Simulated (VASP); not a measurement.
Crystal: C.

```xyz
4
Lattice="1.2332 0.7120 8.2826 -1.2332 0.7120 8.2826 0.0000 -1.4240 8.2826" Properties=species:S:1:pos:R:3 pbc="T T T"
C     0.0000    0.0000   22.6818
C     0.0000    0.0000    6.1163
C     0.0000    0.0000   18.7315
C     0.0000    0.0000    2.1661
```

This isn't the form of C at room conditions, which is graphite.

- Program: VASP 6.6.1
- Task: relaxation of cell and atoms
- Functional: LDA
- Potentials or basis: VASP PAW LDA potentials, release 64 (C)
- Cutoff: 520 eV
- k mesh: 15 × 15 × 15
- Occupations: gaussian, width 0.02 eV
- Spin: no spin polarisation

At the start: pressure -5.5 GPa; volume 10.91 Å³/atom.

**Question.** Where does the relaxation end?

**Answer.** Over 3 steps the energy falls by 4.2 meV/atom and the volume is 10.73 Å³/atom (-1.6 %); space group R-3m (No. 166, to 0.05 Å).

The path:
```
step  energy change (eV)  largest force (eV/Å)  pressure (GPa)  volume (Å³)
   1              0.0000                0.0084           -5.51        43.63
   2              0.0763                0.0077           13.20        41.30
   3             -0.0167                0.0065           -0.41        42.93
```

Final structure:
```cif
data_structure
_symmetry_space_group_name_H-M 'P 1'
_symmetry_Int_Tables_number 1
_cell_length_a 8.3942
_cell_length_b 8.3942
_cell_length_c 8.3942
_cell_angle_alpha 16.766
_cell_angle_beta 16.766
_cell_angle_gamma 16.766
_cell_volume 42.93
loop_
_atom_site_label
_atom_site_type_symbol
_atom_site_fract_x
_atom_site_fract_y
_atom_site_fract_z
_atom_site_occupancy
C1 C 0.91282 0.91282 0.91282 1
C2 C 0.24615 0.24615 0.24615 1
C3 C 0.75385 0.75385 0.75385 1
C4 C 0.08718 0.08718 0.08718 1
```
